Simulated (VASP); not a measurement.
The system is H2, in a box.

```
CELL_PARAMETERS angstrom
10.00000 0.00000 0.00000
0.00000 10.00000 0.00000
0.00000 0.00000 10.00000
ATOMIC_POSITIONS crystal
H 0.50000 0.50000 0.46000
H 0.50000 0.50000 0.54000
```

Base run:

```yaml
Program: VASP 6.6.1
Functional: HSE06
Potentials_or_basis: VASP PAW PBE potentials, release 64 (H)
Cutoff: 450 eV
k_mesh: 1 × 1 × 1
Occupations: gaussian, width 0.02 eV
Spin: no spin polarisation
```

Its results: gap between the frontier levels 11.03 eV; largest force 1.677 eV/Å.

**Question.** The run is repeated on the same cell with these changes: functional from HSE06 to r2SCAN. What comes out?

**Answer.** Gap between the frontier levels 10.66 eV; largest force 1.756 eV/Å.

HSE06 gives the wider gap, since exact exchange removes part of the self-interaction.

Caveats: the PAW data sets were made with another functional, which shifts forces and pressure a little.

A k mesh can miss the band edges.

Not every run made on this cell is shown here.
